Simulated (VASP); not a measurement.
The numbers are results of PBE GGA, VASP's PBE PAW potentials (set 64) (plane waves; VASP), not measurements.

A VASP calculation is set up with these files.

**KPOINTS**
```
K-points
0
gamma
  13 13 12
```

File POSCAR:
```
WC
1
    1.4526280000    -2.5409870000     0.0000000000
    1.4526280000     2.5409870000     0.0000000000
    0.0000000000     0.0000000000     2.7686920000
W C
1 1
Direct
  0.0000000000   0.0000000000   0.0000000000
  0.3588770000   0.6922110000   0.5000000000
```

**INCAR**
```
ALGO=All
EDIFF=1E-6
ENCUT=520
GGA=PE
ISIF=2
ISMEAR=1
LASPH=T
LCHARG=F
LMAXMIX=6
LREAL=F
LWAVE=F
NELM=100
PREC=Accurate
SIGMA=0.1
SYSTEM=WC
```

POTCAR, in this order: W_sv C (PBE.64 set). Program: vasp_std.

Task: Predict the energy per atom (σ→0), pressure, largest force.

Result: 
```yaml
energy per atom (σ→0): -11.172 eV/atom
pressure: 15.75 GPa
largest_force: 0.02497 Ha/bohr
```

OSZICAR:
```
...
CGA:  11    -0.223411862976E+02   -0.79893E-02   -0.79897E-02  7735   0.854E-02  -0.195E-04
CGA:  12    -0.223437609995E+02   -0.25747E-02   -0.25764E-02  7735   0.174E-02  -0.178E-04
CGA:  13    -0.223441778201E+02   -0.41682E-03   -0.41665E-03  7735   0.267E-03   0.892E-05
CGA:  14    -0.223442615238E+02   -0.83704E-04   -0.83470E-04  7735   0.643E-04   0.262E-05
CGA:  15    -0.223442806819E+02   -0.19158E-04   -0.19113E-04  7735   0.115E-04   0.703E-06
CGA:  16    -0.223442840198E+02   -0.33378E-05   -0.32936E-05  7735   0.220E-05   0.952E-06
CGA:  17    -0.223442848108E+02   -0.79100E-06   -0.79169E-06  7735   0.501E-06   0.435E-08
   1 F= -.22344285E+02 E0= -.22344250E+02  d E =-.105490E-03
```

The compound is WC in the wc structure. The cell was not relaxed at this level, atoms are displaced from their ideal sites. The run is one of a series of settings (ALGO = All against the base run), some of them coarse on purpose.
